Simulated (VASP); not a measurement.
The system is Si2W.

```xyz
3
Lattice="-1.6069 1.6069 3.9150 1.6069 -1.6069 3.9150 1.6069 1.6069 -3.9150" Properties=species:S:1:pos:R:3 pbc="T T T"
Si    0.0000    0.0000    2.6207
Si    0.0000    0.0000    5.2092
W     0.0000    0.0000    0.0000
```

| Item | Value |
| --- | --- |
| Program | VASP 6.6.1 |
| Task | relaxation of cell and atoms |
| Functional | PBE |
| Potentials or basis | VASP PAW PBE potentials, release 64 (Si, W_sv) |
| Cutoff | 520 eV |
| k mesh | 4 × 4 × 4 |
| Occupations | gaussian, width 0.1 eV |
| Spin | no spin polarisation |

At the start: pressure 4.2 GPa; volume 13.48 Å³/atom.

Problem. Where does the relaxation end?

Solution. Over 13 steps the energy falls by 4.1 meV/atom and the volume is 13.71 Å³/atom (+1.7 %); space group I4/mmm (No. 139, to 0.05 Å).

Step by step:
```csv
step,energy change (eV),largest force (eV/Å),pressure (GPa),volume (Å³)
1,0.0000,0.2782,4.16,40.44
2,0.0209,0.1353,-7.00,42.52
3,-0.0116,0.1117,-0.29,41.20
4,-0.0116,0.1148,-0.20,41.18
5,-0.0123,0.0192,0.05,41.11
6,-0.0123,0.0054,0.08,41.10
7,-0.0123,0.0050,-0.10,41.14
8,-0.0123,0.0000,-0.01,41.12
9,-0.0123,0.0003,-0.01,41.12
10,-0.0123,0.0012,-0.03,41.13
11,-0.0123,0.0006,-0.03,41.12
12,-0.0123,0.0007,0.05,41.11
13,-0.0123,0.0002,0.01,41.12
```

Final structure:
```xyz
3
Lattice="-1.6141 1.6141 3.9455 1.6141 -1.6141 3.9455 1.6141 1.6141 -3.9455" Properties=species:S:1:pos:R:3 pbc="T T T"
Si    0.0000    0.0000    2.6301
Si    0.0000    0.0000    5.2610
W     0.0000    0.0000    0.0000
```

Caveat: the k mesh is coarse (spacing up to 0.69 Å⁻¹), so the values aren't converged.
